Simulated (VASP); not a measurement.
Given:

```xyz
2
Lattice="0.0000 2.1897 2.1897 2.1897 0.0000 2.1897 2.1897 2.1897 0.0000" Properties=species:S:1:pos:R:3 pbc="T T T"
Ta     0.0000     0.0000     0.0000
N      2.1897     2.1897     2.1897
```

These are PBEsol GGA, VASP's PBE PAW potentials (set 64) (plane waves; VASP) values and carry that method's errors. Run with 520 eV cut-off, Gaussian smearing of 0.050 eV, potentials Ta_pv N.

Give the energies of bands 5 to 11 at the high-symmetry points, in eV from the Fermi level.

| band | Γ | X | U | L | W |
|---|---|---|---|---|---|
| 5 | -3.81 | -6.64 | -7.76 | -10.49 | -7.53 |
| 6 | -3.81 | -5.57 | -6.83 | -7.66 | -6.82 |
| 7 | -3.81 | -4.63 | -6.22 | -7.66 | -6.82 |
| 8 | -2.15 | -4.63 | -2.26 | 1.96 | -0.17 |
| 9 | -2.15 | 2.14 | 2.54 | 1.96 | -0.17 |
| 10 | -2.15 | 3.65 | 2.63 | 2.06 | 3.66 |
| 11 | 0.04 | 3.65 | 4.71 | 3.86 | 4.20 |

It has no gap at this level: it comes out as a metal or semimetal.

The structure was generated: TaN was put into the rock salt type (Fm-3m), which need not be its known phase. It was relaxed first, which changed the volume by -40 %.
